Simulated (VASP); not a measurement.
```
MgI2
1.0
    2.06134    -3.57035     0.00000
    2.06134     3.57035     0.00000
    0.00000     0.00000     6.87584
Mg I
1 2
Direct
  0.00000   0.00000   0.00000
  0.33333   0.66667   0.24357
  0.66667   0.33333   0.75643
```

Level of theory: PBE GGA with D3 dispersion (Becke-Johnson damping), VASP's PBE PAW potentials (set 64) (plane waves; VASP 6.6.1). Run with 520 eV cut-off, Gaussian smearing of 0.050 eV, potentials Mg I.

Unless said otherwise, spin-orbit coupling is left out, though it shifts the bands of the heavy elements here.

Problem. Give the energies of bands 3 to 11 at the high-symmetry points, in eV from the valence-band maximum.

Solution. 
```tsv
band	Γ	M	K	A	L	H
3	-3.59	-3.62	-3.35	-2.72	-3.72	-3.18
4	-0.40	-2.85	-2.39	-1.49	-3.23	-2.78
5	-0.40	-1.89	-2.39	-0.29	-1.17	-2.78
6	-0.01	-1.35	-1.92	-0.29	-1.14	-2.24
7	-0.01	-0.92	-1.24	-0.12	-0.81	-0.55
8	0.00	-0.43	-1.24	-0.12	-0.67	-0.55
9	3.79	3.68	3.90	4.77	3.57	4.85
10	4.84	5.35	7.37	4.93	5.21	5.74
11	6.78	5.49	7.37	6.60	5.65	5.74
```

The gap is indirect, 3.54 eV, from the valence maximum at Γ to the conduction minimum at L-M at 0.33.

The compound is MgI2 in the 1T layered structure. It was relaxed first.
